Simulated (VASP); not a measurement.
Output of a VASP run:

**OSZICAR**
```
...
DAV:   7    -0.226606504810E+02   -0.10593E-01   -0.28698E-02  1272   0.171E+00    0.429E-01
DAV:   8    -0.226640360536E+02   -0.33856E-02   -0.13241E-02  1612   0.107E+00    0.282E-01
DAV:   9    -0.226641268539E+02   -0.90800E-04   -0.77449E-04  1184   0.267E-01    0.233E-01
DAV:  10    -0.226639160401E+02    0.21081E-03   -0.14061E-04  1520   0.142E-01    0.136E-01
DAV:  11    -0.226637557081E+02    0.16033E-03   -0.23276E-04  1504   0.172E-01    0.139E-02
DAV:  12    -0.226637347442E+02    0.20964E-04   -0.22921E-05  1524   0.454E-02    0.574E-03
DAV:  13    -0.226637544638E+02   -0.19720E-04   -0.35596E-06  1160   0.264E-02    0.286E-03
DAV:  14    -0.226637465315E+02    0.79322E-05   -0.75738E-07   580   0.146E-02    0.101E-03
DAV:  15    -0.226637474549E+02   -0.92334E-06   -0.16442E-07   572   0.549E-03
   3 F= -.22663747E+02 E0= -.22663881E+02  d E =-.552930E+00
       N       E                     dE             d eps       ncg     rms          rms(c)
DAV:   1    -0.226681708374E+02   -0.44243E-02   -0.91928E-02  1216   0.477E+00    0.607E-01
DAV:   2    -0.226642432910E+02    0.39275E-02   -0.29989E-02  1224   0.240E+00    0.180E-01
DAV:   3    -0.226635738778E+02    0.66941E-03   -0.28195E-03  1200   0.643E-01    0.606E-02
DAV:   4    -0.226635713449E+02    0.25328E-05   -0.53227E-04  1372   0.204E-01    0.234E-02
DAV:   5    -0.226636029231E+02   -0.31578E-04   -0.14421E-04  1416   0.967E-02    0.239E-02
DAV:   6    -0.226636479272E+02   -0.45004E-04   -0.31742E-05  1148   0.704E-02    0.110E-02
DAV:   7    -0.226636497659E+02   -0.18387E-05   -0.55081E-05  1492   0.712E-02    0.571E-03
DAV:   8    -0.226636492062E+02    0.55968E-06   -0.57331E-06  1172   0.277E-02
   4 F= -.22663649E+02 E0= -.22663791E+02  d E =-.552832E+00
       N       E                     dE             d eps       ncg     rms          rms(c)
DAV:   1    -0.226680804498E+02   -0.44307E-02   -0.87564E-02  1208   0.467E+00    0.597E-01
DAV:   2    -0.226643963911E+02    0.36841E-02   -0.29602E-02  1220   0.235E+00    0.178E-01
DAV:   3    -0.226637196202E+02    0.67677E-03   -0.27687E-03  1196   0.638E-01    0.591E-02
DAV:   4    -0.226636892343E+02    0.30386E-04   -0.49823E-04  1368   0.196E-01    0.224E-02
DAV:   5    -0.226637401266E+02   -0.50892E-04   -0.13280E-04  1416   0.939E-02    0.236E-02
DAV:   6    -0.226637362344E+02    0.38921E-05   -0.32289E-05  1136   0.686E-02    0.101E-02
DAV:   7    -0.226637554150E+02   -0.19181E-04   -0.55201E-05  1500   0.691E-02    0.591E-03
DAV:   8    -0.226637537120E+02    0.17031E-05   -0.48504E-06  1172   0.254E-02    0.496E-03
DAV:   9    -0.226637548550E+02   -0.11430E-05   -0.76894E-07   596   0.106E-02    0.320E-03
DAV:  10    -0.226637512041E+02    0.36509E-05   -0.30386E-07   576   0.941E-03    0.878E-04
DAV:  11    -0.226637514029E+02   -0.19880E-06   -0.19124E-07   576   0.490E-03
   5 F= -.22663751E+02 E0= -.22663886E+02  d E =-.102197E-03
       N       E                     dE             d eps       ncg     rms          rms(c)
DAV:   1    -0.226640890822E+02   -0.33788E-03   -0.63960E-03  1212   0.126E+00    0.160E-01
DAV:   2    -0.226638142000E+02    0.27488E-03   -0.21225E-03  1224   0.635E-01    0.479E-02
DAV:   3    -0.226637656212E+02    0.48579E-04   -0.20106E-04  1200   0.172E-01    0.160E-02
DAV:   4    -0.226637681533E+02   -0.25321E-05   -0.36639E-05  1388   0.535E-02    0.611E-03
DAV:   5    -0.226637680205E+02    0.13277E-06   -0.97143E-06  1396   0.252E-02
   6 F= -.22663768E+02 E0= -.22663904E+02  d E =-.118814E-03
```

File OUTCAR:
```
------------------------ aborting loop because EDIFF is reached ----------------------------------------
  FORCE on cell =-STRESS in cart. coord.  units (eV):
  Direction    XX          YY          ZZ          XY          YZ          ZX
  --------------------------------------------------------------------------------------
  Total       -0.0145192     -0.0145192     -0.0145192      0.0000000     -0.0000000      0.0000000
  in kB       -0.7055764     -0.7055764     -0.7055764      0.0000000     -0.0000000      0.0000000
  external PRESSURE =      -0.7055764 kB  Pullay stress =       0.0000000 kB
  volume of cell :       32.97
      direct lattice vectors                 reciprocal lattice vectors
     0.000000000  2.545028577  2.545028577    -0.196461448  0.196461448  0.196461448
     2.545028577  0.000000000  2.545028577     0.196461448 -0.196461448  0.196461448
     2.545028577  2.545028577  0.000000000     0.196461448  0.196461448 -0.196461448
 POSITION                                       TOTAL-FORCE (eV/Angst)
 -----------------------------------------------------------------------------------
      0.00000      0.00000      0.00000        -0.000000      0.000000      0.000000
      2.54503      2.54503      2.54503         0.000000     -0.000000     -0.000000
 -----------------------------------------------------------------------------------
    total drift:                                0.000000      0.000000      0.000000
  FREE ENERGIE OF THE ION-ELECTRON SYSTEM (eV)
  ---------------------------------------------------
  free  energy   TOTEN  =       -22.6637680205 eV

  energy  without entropy=      -22.6641772653  energy(sigma->0) =      -22.66390444

 reached required accuracy - stopping structural energy minimisation
```
(Selected blocks of OUTCAR.)

POSCAR:
```
TiSi
1
    0.0000000000     2.7461530000     2.7461530000
    2.7461530000     0.0000000000     2.7461530000
    2.7461530000     2.7461530000     0.0000000000
Si Ti
1 1
Direct
  0.0000000000   0.0000000000   0.0000000000
  0.5000000000   0.5000000000   0.5000000000
```

Q: Write an INCAR and KPOINTS that could have produced this output.

A: Several could match; the one computed here: the input of the run itself, r2SCAN meta-GGA, plane waves, VASP's PBE PAW potentials (set 64).

INCAR:
```
! general
SYSTEM   =  TiSi
PREC     =  Accurate
ENCUT    =  400   ! plane-wave cut-off (eV)
LREAL    =  .FALSE.
LASPH    =  .TRUE.

! electronic loop
EDIFF    =  1E-6
NELM     =  100   ! most electronic steps
ALGO     =  Normal
LMAXMIX  =  4
LMIXTAU  =  .TRUE.

! smearing
ISMEAR   =  1
SIGMA    =  0.1

! functional
METAGGA  =  R2SCAN

! ions
IBRION   =  2
NSW      =  60   ! most ionic steps
ISIF     =  3   ! ions, shape and volume
EDIFFG   =  -0.01   ! ionic stop

! output
LWAVE    =  .FALSE.
LCHARG   =  .FALSE.
```

**KPOINTS**
```
Automatic
0
gamma
  10 10 10
0 0 0
```

POTCAR, in this order: Si Ti_sv (PBE.64 set). Program: vasp_std.

Energy and stress use the plane-wave basis of the starting cell.

The structure was generated: TiSi was put into the rocksalt type (Fm-3m), which need not be its known phase. This run relaxes it. Symmetry was kept, so distortions that lower it aren't found.
